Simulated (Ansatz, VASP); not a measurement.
# TiNF in two plane-wave programs, part 3 of 3

One calculation is typed for both programs; each brings its own data sets. How far apart do they land? Of the first pair: The structure shown is the end of the VASP relaxation below. Valence electrons are named where the data sets of a main pair hold unlike numbers.

VASP 6.6.1 and Ansatz 0.2.0.

So far: Set-up; VASP: relaxation, PBEsol; Ansatz: single point, PBEsol; Side by side; What the set-up changes; VASP: band structure, PBEsol.

## Step 7: Ansatz: band structure, PBEsol

Level of this step: Ansatz beside VASP: Kohn-Sham DFT, plane waves, PBEsol (Ansatz).

The same cell, functional, mesh and smearing now go to Ansatz, which takes its cutoff from its data sets.

input.yaml reads:

```yaml
crystal:
  lattice:
    - [3.062004, 0.0, 0.0]
    - [0.0, 3.964387, 0.0]
    - [0.0, 0.0, 27.2056991612]
  atoms:
    - { symbol: F, position: [0.5, 0.5, 0.7225386906] }
    - { symbol: F, position: [0.0, 0.0, 0.5666764722] }
    - { symbol: F, position: [0.5, 0.5, 0.4333235278] }
    - { symbol: F, position: [0.0, 0.0, 0.2774613094] }
    - { symbol: Ti, position: [0.0, 0.5, 0.6741481662] }
    - { symbol: Ti, position: [0.5, 0.0, 0.6150656857] }
    - { symbol: Ti, position: [0.0, 0.5, 0.3849343143] }
    - { symbol: Ti, position: [0.5, 0.0, 0.3258518338] }
    - { symbol: "N", position: [0.0, 0.0, 0.6630450516] }
    - { symbol: "N", position: [0.5, 0.5, 0.6261775761] }
    - { symbol: "N", position: [0.0, 0.0, 0.3738224239] }
    - { symbol: "N", position: [0.5, 0.5, 0.3369549484] }
hamiltonian:
  xc: pbesol
  pseudopotentials: { kind: paw }
kpoints:
  mp_grid: { grid: [8, 6, 1] }
  band_path:
    path:
      - [0.0, 0.0, 0.0]
      - [0.07692, 0.0, 0.0]
      - [0.15385, 0.0, 0.0]
      - [0.26923, 0.0, 0.0]
      - [0.34615, 0.0, 0.0]
      - [0.42308, 0.0, 0.0]
      - [0.5, 0.0, 0.0]
      - [0.5, 0.07692, 0.0]
      - [0.5, 0.19231, 0.0]
      - [0.5, 0.26923, 0.0]
      - [0.5, 0.34615, 0.0]
      - [0.5, 0.46154, 0.0]
      - [0.5, 0.5, 0.0]
      - [0.42308, 0.5, 0.0]
      - [0.30769, 0.5, 0.0]
      - [0.23077, 0.5, 0.0]
      - [0.11538, 0.5, 0.0]
      - [0.03846, 0.5, 0.0]
      - [0.0, 0.5, 0.0]
      - [0.0, 0.38462, 0.0]
      - [0.0, 0.30769, 0.0]
      - [0.0, 0.23077, 0.0]
      - [0.0, 0.11538, 0.0]
      - [0.0, 0.03846, 0.0]
      - [0.03846, 0.03846, 0.0]
      - [0.11538, 0.11538, 0.0]
      - [0.19231, 0.19231, 0.0]
      - [0.30769, 0.30769, 0.0]
      - [0.38462, 0.38462, 0.0]
      - [0.5, 0.5, 0.0]
    npoints: 1
scf:
  occupations: { method: gaussian, width: 0.05 }
  n_extra_bands: 12
efield:
  axis: 3
  dipole_correction: true
  ramp_width: 0.04
output:
  forces: true
  eigenvalues: true
```

On the command line:

```console
> ansatz run input.yaml --threads 4 --pin off --max-ram 9216MiB --backend cpu --events-out ev --progress --plain --runs-dir out
```

Numbers of over 12 decimals in the logs are rounded to 6 here.

The program printed:

```text
[...]
Crystal: 12 atoms, lattice volume = 330.249 Å³
Basis set: ecut = 420 eV, 6493 PW (Γ), exchange–correlation on 48×54×384 points (8 copies of the dense FFT grid, shifted against one another)
Bands: 60, of which v1, the nominal top of the filled ones, is band 48 counted from 1 (47 counted from 0)
Symmetry: 4 space group operations
k-points: 20 of 48
[...]
k-point 1: bands = [... 44 lower, -1.7835, -1.7833, -1.3222, -1.3222, 1.0526, 1.0527, 1.3302, 1.3330, ... 8 higher]
  k-point 2: bands = [... 44 lower, -2.4105, -2.4037, -2.2635, -2.2587, 1.0359, 1.0372, 1.3045, 1.3053, ... 8 higher]
  k-point 19: bands = [... 44 lower, -2.8650, -2.8650, -2.8635, -2.8635, 1.9169, 1.9169, 1.9187, 1.9187, ... 8 higher]
[key lines of the parts left out:]
SCF converged after 10 iterations
Free energy (F): -14627.504684 eV
Fermi energy:    0.194412 eV
Dipole field:    D = 0.000014 V/Å  (p = 0.000026 e·Å, saw-weighted, corrected)
Work function:   Φ+ = 6.1113 eV   Φ− = 6.1117 eV
```

Run time: 19 s. Hardware: 4 threads of Arm Neoverse V2, shared host; peak memory 0.97 GiB.

## Step 8: Comparison

What differs besides the data sets and the points named for the pairs above, as far as they apply: the data sets hold 96 valence electrons in Ansatz (on its default PAW (the set named soft_2) files) and 64 in VASP. Total energies have different zeros and are not compared.

Both answers:

```csv
quantity,Ansatz,VASP,difference
gap over the path points (eV),0.676,0.539,+0.137
```

Levels at points of the path, from each program's valence-band top (eV; 4 filled, then empty):

```csv
k (reciprocal lattice),Ansatz,VASP
0.000 0.000 0.000,-1.19 -1.19 0.00 0.00 0.68 0.68 1.52,-1.19 -1.19 0.00 0.00 0.54 0.54 1.36
0.077 0.000 0.000,-1.35 -1.35 -0.24 -0.24 0.84 0.84 1.64,-1.36 -1.36 -0.27 -0.27 0.74 0.74 1.48
0.154 0.000 0.000,-1.71 -1.70 -0.71 -0.71 1.10 1.10 1.77,-1.73 -1.73 -0.75 -0.75 1.00 1.00 1.67
0.269 0.000 0.000,-1.47 -1.47 -1.28 -1.27 1.38 1.38 1.85,-1.51 -1.51 -1.28 -1.27 1.28 1.28 1.72
0.346 0.000 0.000,-1.96 -1.96 -1.16 -1.16 1.51 1.51 1.85,-2.00 -2.00 -1.16 -1.16 1.39 1.39 1.71
0.423 0.000 0.000,-1.86 -1.86 -1.26 -1.26 1.62 1.62 1.90,-1.88 -1.88 -1.27 -1.27 1.49 1.49 1.75
0.500 0.000 0.000,-1.52 -1.52 -1.52 -1.52 1.75 1.75 1.75,-1.54 -1.54 -1.54 -1.54 1.60 1.60 1.60
0.500 0.077 0.000,-1.40 -1.40 -1.40 -1.40 1.56 1.56 1.56,-1.42 -1.42 -1.42 -1.42 1.42 1.42 1.42
0.500 0.192 0.000,-1.33 -1.33 -1.32 -1.32 1.28 1.28 1.28,-1.35 -1.35 -1.35 -1.35 1.15 1.15 1.15
0.500 0.269 0.000,-1.62 -1.62 -1.62 -1.62 1.45 1.45 1.45,-1.65 -1.65 -1.65 -1.65 1.32 1.32 1.32
```

At this near-relaxed geometry the largest component of a force difference is 257 meV/Å. Among the levels compared at these points, filled levels agree within 44 meV and empty ones within 164 meV. With vacuum in the cell, a pressure given here is an average over mostly empty space and none of the material.

## Step 9: Other set-ups

Further runs change the set-up of one program: Ansatz's method, potentials or start, or VASP's data sets, cutoff or form of LDA. The table gives Ansatz less VASP for each quantity, since a change that brings one quantity closer may part another.

```csv
run,r.m.s. force difference (meV/Å),gap over the path points (eV)
as above,119,0.14
cores kept as stored,117,0.14
norm-conserving potentials (cutoff 1143 eV),118,0.16
```

## Step 10: Outcome

| Quantity | Value |
| --- | --- |
| r.m.s. force difference (single point, PBEsol) | 119 meV/Å |
| difference in gap on the k mesh (single point, PBEsol) | 0.14 eV |
| r.m.s. force difference (band structure, PBEsol) | 119 meV/Å |
| largest difference of a filled level at the path points (band structure, PBEsol) | 44 meV |
| difference in gap over the path points (band structure, PBEsol) | 0.14 eV |

The r.m.s. force difference is 119 meV/Å (single point, PBEsol), beyond the 12 meV/Å picked in this series as the mark of a large difference. The data sets hold unlike numbers of valence electrons (96 in Ansatz and 64 in VASP), so part of the differences comes from the potentials. By the marks of this series, far apart in the single point, PBEsol pair: the r.m.s. force difference, 119 meV/Å and the difference in gap on the k mesh, 0.14 eV. For single point, PBEsol, no further run moves any of the tabulated differences by more than a quarter of its size. By the marks of this series, far apart in the band structure, PBEsol pair: the r.m.s. force difference, 119 meV/Å and the largest difference of a filled level at the path points, 44 meV. For band structure, PBEsol, no further run moves any of the tabulated differences by more than a quarter of its size. 2 further runs of this series are not shown here. Such differences can come from data sets, numerical settings and the points named under the comparisons, not from the functional's error against experiment.

[Lines on the potential files, build, host, timing and source positions are cut from VASP's logs without a mark.]

[Logs are printed without paths, hosts, clocks, repeated set-up lines and the standing remarks that a program may print on its own settings, such as how far it seeks lower states.]

[Hosts, paths, dates, database ids (printed as entryN), source tags and the programs' standing remarks are cut or masked in the printed files.]
